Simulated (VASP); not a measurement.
Method: PBEsol GGA, VASP's PBE PAW potentials (set 64) (plane waves; VASP).

The input files of a VASP run:

File KPOINTS:
```
Automatic mesh
0
Gamma
16 16 16
0 0 0
```

POSCAR:
```
Fe
1
   -1.3914976104     1.3914976104     1.3497526821
    1.3914976104    -1.3914976104     1.3497526821
    1.3914976104     1.3914976104    -1.3497526821
Fe
1
Direct
  0.0000000000   0.0000000000   0.0000000000
```

### INCAR
```
# general
SYSTEM =Fe
PREC   =Accurate
ENCUT  =480   # plane-wave cut-off (eV)
LREAL  =.False.   # projection in real space or not
LASPH  =.True.

# electronic loop
EDIFF  =1E-7   # SCF stop (eV)
NELM   =100
ALGO   =Normal   # blocked Davidson
LMAXMIX=4   # l cut-off of mixed one-centre charges

# smearing
ISMEAR =1   # Methfessel-Paxton
SIGMA  =0.1   # width (eV)

# functional
GGA    =PS   # PBEsol

# spin
ISPIN  =2   # spin-polarised
MAGMOM =2.1

# ions
ISIF   =2   # forces and stress, cell fixed

# output
LWAVE  =.False.
LCHARG =.False.
LORBIT =10
```

POTCAR, in this order: Fe (PBE.64 set). Program: vasp_std.

Output of the run:

File OSZICAR:
```
       N       E                     dE             d eps       ncg     rms          rms(c)
DAV:   1     0.132667637619E+02    0.13267E+02   -0.39725E+03 13141   0.104E+03
DAV:   2    -0.983835202724E+01   -0.23105E+02   -0.21783E+02 12715   0.126E+02
DAV:   3    -0.101194637334E+02   -0.28111E+00   -0.28033E+00 13845   0.188E+01
DAV:   4    -0.101207497867E+02   -0.12861E-02   -0.12859E-02 13756   0.118E+00
DAV:   5    -0.101207609784E+02   -0.11192E-04   -0.11191E-04 13600   0.100E-01    0.131E+01
DAV:   6    -0.896759971171E+01    0.11532E+01   -0.12477E+01 13313   0.584E+01    0.468E+00
DAV:   7    -0.892224434035E+01    0.45355E-01   -0.54016E-01 13307   0.120E+01    0.307E+00
DAV:   8    -0.891307350116E+01    0.91708E-02   -0.56484E-03 15541   0.659E-01    0.145E+00
DAV:   9    -0.890427785506E+01    0.87956E-02   -0.56866E-03 15797   0.602E-01    0.355E-01
DAV:  10    -0.890421387699E+01    0.63978E-04   -0.80670E-04 14856   0.323E-01    0.111E-01
DAV:  11    -0.890422070269E+01   -0.68257E-05   -0.10488E-04 13212   0.147E-01    0.298E-02
DAV:  12    -0.890422142159E+01   -0.71890E-06   -0.27513E-06 13124   0.242E-02    0.119E-02
DAV:  13    -0.890422238859E+01   -0.96700E-06   -0.89578E-07 13325   0.105E-02    0.273E-03
DAV:  14    -0.890422226669E+01    0.12190E-06   -0.63796E-08  6498   0.377E-03    0.774E-04
DAV:  15    -0.890422224625E+01    0.20434E-07   -0.49403E-09  6326   0.103E-03
   1 F= -.89042222E+01 E0= -.89039968E+01  d E =-.676353E-03  mag=     2.0229
```

OUTCAR:
```
------------------------ aborting loop because EDIFF is reached ----------------------------------------
  FORCE on cell =-STRESS in cart. coord.  units (eV):
  Direction    XX          YY          ZZ          XY          YZ          ZX
  --------------------------------------------------------------------------------------
  Total        0.3923058      0.3923058      0.7350186      0.0000000      0.0000000     -0.0000000
  in kB       60.1251483     60.1251483    112.6496349      0.0000000      0.0000000     -0.0000000
  external PRESSURE =      77.6333105 kB  Pullay stress =       0.0000000 kB
  volume of cell :       10.45
      direct lattice vectors                 reciprocal lattice vectors
    -1.391497610  1.391497610  1.349752682     0.000000000  0.359325087  0.370438234
     1.391497610 -1.391497610  1.349752682     0.359325087  0.000000000  0.370438234
     1.391497610  1.391497610 -1.349752682     0.359325087  0.359325087  0.000000000
 POSITION                                       TOTAL-FORCE (eV/Angst)
 -----------------------------------------------------------------------------------
      0.00000      0.00000      0.00000         0.000000     -0.000000      0.000000
 -----------------------------------------------------------------------------------
    total drift:                                0.000000     -0.000000      0.000000
  FREE ENERGIE OF THE ION-ELECTRON SYSTEM (eV)
  ---------------------------------------------------
  free  energy   TOTEN  =        -8.9042222463 eV

  energy  without entropy=       -8.9035458929  energy(sigma->0) =       -8.90399680

 total charge

# of ion       s       p       d       tot
------------------------------------------
    1        0.527   0.624   6.309   7.461

 magnetization (x)

# of ion       s       p       d       tot
------------------------------------------
    1       -0.012  -0.048   2.059   1.999
```
(Selected blocks of OUTCAR.)

OUTCAR:
```
 val. band max:        6.6212237612   @ k =  -0.3750   0.4375   0.1875

 cond. band min:       6.6236782700   @ k =  -0.3750   0.4375   0.3125


 Fermi energy:         6.6227997913

 spin component 1

 k-point     1 :       0.0000    0.0000    0.0000
  band No.  band energies     occupation
      1      -2.4604      1.00000
      2       3.9807      1.00000
      3       4.1741      1.00000
      4       4.1741      1.00000
      5       5.4309      1.00000
      6       5.6208      1.00000
      7      32.0462      0.00000
      8      32.0462      0.00000
      9      32.8197      0.00000

 k-point     2 :       0.0625    0.0000   -0.0000
  band No.  band energies     occupation
      1      -2.2855      1.00000
      2       3.9808      1.00000
      3       4.1665      1.00000
      4       4.2203      1.00000
      5       5.4247      1.00000
      6       5.5834      1.00000
      7      31.3334      0.00000
      8      31.9699      0.00000
      9      32.2682      0.00000

 k-point     3 :       0.1250    0.0000   -0.0000
  band No.  band energies     occupation
      1      -1.7759      1.00000
      2       3.8633      1.00000
      3       4.1238      1.00000
      4       4.4777      1.00000
      5       5.3858      1.00000
      6       5.5385      1.00000
      7      29.1870      0.00000
      8      31.2670      0.00000
      9      31.7814      0.00000

 k-point     4 :       0.1875    0.0000    0.0000
  band No.  band energies     occupation
      1      -0.9869      1.00000
      2       3.6512      1.00000
      3       4.0229      1.00000
      4       4.9230      1.00000
      5       5.3504      1.00000
      6       5.5545      1.00000
      7      26.4187      0.00000
      8      29.8930      0.00000
      9      31.5529      0.00000

 k-point     5 :       0.2500    0.0000   -0.0000
  band No.  band energies     occupation
      1      -0.0533      1.00000
...
```

The compound is Fe in the bcc structure. This cell was strained or had an atom moved on purpose.
